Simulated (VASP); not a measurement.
```
C
1.0
    1.25618    -2.17577     0.00000
    1.25618     2.17577     0.00000
    0.00000     0.00000     7.92800
C
4
Direct
  0.00000   0.00000   0.25000
  0.00000   0.00000   0.75000
  0.33333   0.66667   0.25000
  0.66667   0.33333   0.75000
```

Calculation: revTPSS meta-GGA, VASP's PBE PAW potentials (set 64) (plane waves; VASP 6.6.1). Settings: 520 eV cut-off, 10×10×3 Γ-centred mesh, Gaussian smearing of 0.050 eV, potentials C.

Without a dispersion term in the relaxation, distances and binding between the weakly bound layers, chains or molecules are unreliable, and so is what depends on them.

Q: The ions and cell shape at fixed volume are relaxed. Give the cell that the relaxation ends in.

A: 
```
C
1.0
    1.23173    -2.13342     0.00000
    1.23173     2.13342     0.00000
    0.00000     0.00000     8.24590
C
4
Direct
  0.00000   0.00000   0.25000
  0.00000   0.00000   0.75000
  0.33333   0.66667   0.25000
  0.66667   0.33333   0.75000
```
Space group P6_3/mmc (194), at a tolerance of 0.03 Å.

Q: How much energy does the relaxation gain?

A: The energy (σ→0) changes by -25.8 meV/atom, in 3 ionic steps.

The compound is C in the graphite structure. This cell is one point of a volume scan, at 1.06 of the reference volume. Symmetry was kept, so distortions that lower it aren't found.
